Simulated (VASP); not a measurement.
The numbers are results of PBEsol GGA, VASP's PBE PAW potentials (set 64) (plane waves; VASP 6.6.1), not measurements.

VASP ran on this input.

POSCAR:
```
Bi
1
    4.2169550752    -2.3295152511    -0.0161767714
    4.2169550752     2.3295152511    -0.0161767714
    2.9447806913     0.0000000000     3.8128571689
Bi
2
Direct
  0.2366323659   0.2366323659   0.2366323659
  0.7633676341   0.7633676341   0.7633676341
```

### KPOINTS
```
Automatic mesh
0
gamma
  10 10 10
0 0 0
```

### INCAR
```
PREC  =  Accurate
SYSTEM  =  Bi
ENCUT  =  480   ! plane-wave cut-off (eV)
EDIFF  =  1E-7
GGA  =  PS
LASPH  =  .TRUE.   ! aspherical one-centre terms
ALGO  =  Normal   ! blocked Davidson
ISMEAR  =  1   ! Methfessel-Paxton
ISIF  =  2   ! forces and stress, cell fixed
LCHARG  =  .FALSE.
SIGMA  =  0.1
LMAXMIX  =  4   ! l cut-off of mixed one-centre charges
LREAL  =  .FALSE.
NELM  =  100   ! most electronic steps
LWAVE  =  .FALSE.
```

POTCAR, in this order: Bi_d (PBE.64 set). Program: vasp_std.

The run wrote:

OUTCAR:
```
 ion  position               nearest neighbor table
   1  0.237  0.237  0.237-   2 3.17   2 3.17   2 3.17   2 3.55   2 3.55   2 3.55
   2  0.763  0.763  0.763-   1 3.17   1 3.17   1 3.17   1 3.55   1 3.55   1 3.55
  LATTYP: Found a trigonal (rhomboedric) cell.
 ALAT       =     4.8176356337
 COS(alpha) =     0.5323797560
 Subroutine PRICEL returns:
 Original cell was already a primitive cell.
 Subroutine GETGRP returns: Found 12 space group operations
The static configuration has the point symmetry D_3d.
The dynamic configuration has the point symmetry D_3d.
 Subroutine INISYM returns: Found 12 space group operations
 Subroutine IBZKPT returns following result:
 Found    116 irreducible k-points:

 Following reciprocal coordinates:
            Coordinates               Weight
  0.000000  0.000000  0.000000      1.000000
  0.100000 -0.000000  0.000000      6.000000
  0.200000 -0.000000  0.000000      6.000000
  0.300000  0.000000  0.000000      6.000000
  0.400000 -0.000000  0.000000      6.000000
  0.500000  0.000000  0.000000      3.000000
  0.100000  0.100000  0.000000      6.000000
  0.200000  0.100000  0.000000     12.000000
  0.300000  0.100000  0.000000     12.000000
  0.400000  0.100000  0.000000     12.000000
  0.500000  0.100000  0.000000     12.000000
 -0.400000  0.100000  0.000000     12.000000
 -0.300000  0.100000  0.000000     12.000000
 -0.200000  0.100000 -0.000000     12.000000
 -0.100000  0.100000  0.000000      6.000000
  0.200000  0.200000  0.000000      6.000000
  0.300000  0.200000  0.000000     12.000000
  0.400000  0.200000  0.000000     12.000000
  0.500000  0.200000  0.000000     12.000000
 -0.400000  0.200000  0.000000     12.000000
 -0.300000  0.200000  0.000000     12.000000
 -0.200000  0.200000  0.000000      6.000000
  0.300000  0.300000  0.000000      6.000000
  0.400000  0.300000  0.000000     12.000000
  0.500000  0.300000  0.000000     12.000000
 -0.400000  0.300000 -0.000000     12.000000
 -0.300000  0.300000  0.000000      6.000000
  0.400000  0.400000  0.000000      6.000000
  0.500000  0.400000  0.000000     12.000000
 -0.400000  0.400000  0.000000      6.000000
  0.500000  0.500000  0.000000      3.000000
  0.100000  0.100000  0.100000      2.000000
  0.200000  0.100000  0.100000      6.000000
  0.300000  0.100000  0.100000      6.000000
  0.400000  0.100000  0.100000      6.000000
  0.500000  0.100000  0.100000      6.000000
 -0.400000  0.100000  0.100000      6.000000
 -0.300000  0.100000  0.100000      6.000000
 -0.200000  0.100000  0.100000      6.000000
 -0.100000  0.100000  0.100000      6.000000
   k-points           NKPTS =    116   k-points in BZ     NKDIM =    116   number of bands    NBANDS=     19
   number of dos      NEDOS =    301   number of ions     NIONS =      2
   total plane-waves  NPLWV =  46656
   dimension x,y,z NGX =    36 NGY =   36 NGZ =   36
   dimension x,y,z NGXF=    72 NGYF=   72 NGZF=   72
   ions per type =               2
   PREC   = accura    normal or accurate (medium, high low for compatibility)
   ISTART =      0    job   : 0-new  1-cont  2-samecut
   ICHARG =      2    charge: 1-file 2-atom 10-const
   ISPIN  =      1    spin polarized calculation?
   LNONCOLLINEAR =      F non collinear calculations
   LSORBIT =      F    spin-orbit coupling
   INIWAV =      1    electr: 0-lowe 1-rand  2-diag
   ENCUT  =  480.0 eV  35.28 Ry    5.94 a.u.   8.61  8.61  8.61*2*pi/ulx,y,z
   NELM   =    100;   NELMIN=  2; NELMDL= -5     # of ELM steps
   EDIFF  = 0.1E-06   stopping-criterion for ELM
   LREAL  =      F    real-space projection
   NLSPLINE    = F    spline interpolate recip. space projectors
...
```

File OSZICAR:
```
       N       E                     dE             d eps       ncg     rms          rms(c)
DAV:   1     0.286482457100E+03    0.28648E+03   -0.15918E+04  4408   0.176E+03
DAV:   2     0.149608045049E+02   -0.27152E+03   -0.26723E+03  4432   0.438E+02
DAV:   3    -0.770868987779E+01   -0.22669E+02   -0.22204E+02  5097   0.152E+02
DAV:   4    -0.850409500549E+01   -0.79541E+00   -0.79346E+00  4833   0.312E+01
DAV:   5    -0.854526129821E+01   -0.41166E-01   -0.41165E-01  6018   0.638E+00    0.977E-01
DAV:   6    -0.853541594828E+01    0.98453E-02   -0.24198E-02  5087   0.186E+00    0.580E-01
DAV:   7    -0.853227479819E+01    0.31412E-02   -0.16811E-02  4940   0.160E+00    0.124E-01
DAV:   8    -0.853223750775E+01    0.37290E-04   -0.19271E-03  4820   0.607E-01    0.166E-02
DAV:   9    -0.853224208209E+01   -0.45743E-05   -0.96221E-05  6119   0.103E-01    0.101E-02
DAV:  10    -0.853224125489E+01    0.82720E-06   -0.74509E-06  4919   0.307E-02    0.159E-03
DAV:  11    -0.853224128666E+01   -0.31768E-07   -0.58807E-07  4067   0.867E-03
   1 F= -.85322413E+01 E0= -.85323053E+01  d E =0.191915E-03
```

**OUTCAR**
```
------------------------ aborting loop because EDIFF is reached ----------------------------------------
  FORCE on cell =-STRESS in cart. coord.  units (eV):
  Direction    XX          YY          ZZ          XY          YZ          ZX
  --------------------------------------------------------------------------------------
  Total       -1.6055527     -1.7702424     -1.7520633      0.0000000      0.0000000      0.0547175
  in kB      -34.2377548    -37.7496959    -37.3620346      0.0000000      0.0000000      1.1668273
  external PRESSURE =     -36.4498284 kB  Pullay stress =       0.0000000 kB
  volume of cell :       75.13
      direct lattice vectors                 reciprocal lattice vectors
     4.216955075 -2.329515251 -0.016176771     0.118218713 -0.214636929 -0.091303756
     4.216955075  2.329515251 -0.016176771     0.118218713  0.214636929 -0.091303756
     2.944780691  0.000000000  3.812857169     0.001003131  0.000000000  0.261495764
 POSITION                                       TOTAL-FORCE (eV/Angst)
 -----------------------------------------------------------------------------------
      2.69257      0.00000      0.89459        -0.294543      0.000000     -0.097860
      8.68612      0.00000      2.88591         0.294543      0.000000      0.097860
 -----------------------------------------------------------------------------------
    total drift:                                0.000000      0.000000     -0.000000
  FREE ENERGIE OF THE ION-ELECTRON SYSTEM (eV)
  ---------------------------------------------------
  free  energy   TOTEN  =        -8.5322412867 eV

  energy  without entropy=       -8.5324332019  energy(sigma->0) =       -8.53230526
```
(Selected blocks of OUTCAR.)

**OUTCAR**
```
 val. band max:        5.3344353180   @ k =  -0.4000   0.5000   0.4000

 cond. band min:       5.4070501292   @ k =   0.4000   0.1000   0.1000


 Fermi energy:         5.3365009496

 k-point     1 :       0.0000    0.0000    0.0000
  band No.  band energies     occupation
      1     -17.3153      2.00000
      2     -17.3153      2.00000
      3     -17.1946      2.00000
      4     -17.1946      2.00000
      5     -17.1872      2.00000
      6     -17.0530      2.00000
      7     -17.0454      2.00000
      8     -17.0454      2.00000
      9     -16.9437      2.00000
     10     -16.9437      2.00000
     11      -7.2209      2.00000
     12      -2.3259      2.00000
     13       4.0905      2.00000
     14       4.3137      2.00000
     15       4.3137      2.00000
     16       8.0027      0.00000
     17       8.2804      0.00000
     18       8.2804      0.00000
     19      10.9153      0.00000

 k-point     2 :       0.1000   -0.0000    0.0000
  band No.  band energies     occupation
      1     -17.3088      2.00000
      2     -17.3075      2.00000
      3     -17.1918      2.00000
      4     -17.1904      2.00000
      5     -17.1834      2.00000
      6     -17.0564      2.00000
      7     -17.0490      2.00000
      8     -17.0481      2.00000
      9     -16.9521      2.00000
     10     -16.9505      2.00000
     11      -7.1359      2.00000
     12      -2.5055      2.00000
     13       4.1329      2.00000
     14       4.3139      2.00000
     15       4.3177      2.00000
     16       7.7384      0.00000
     17       7.8832      0.00000
     18       8.0392      0.00000
     19      10.6159      0.00000

 k-point     3 :       0.2000   -0.0000    0.0000
  band No.  band energies     occupation
      1     -17.2904      2.00000
      2     -17.2852      2.00000
      3     -17.1846      2.00000
      4     -17.1784      2.00000
      5     -17.1718      2.00000
      6     -17.0674      2.00000
      7     -17.0593      2.00000
...
```

Unless said otherwise, spin-orbit coupling is left out, though it shifts the bands of the heavy elements here.

The compound is Bi in the a7 structure. This cell was strained or had an atom moved on purpose.
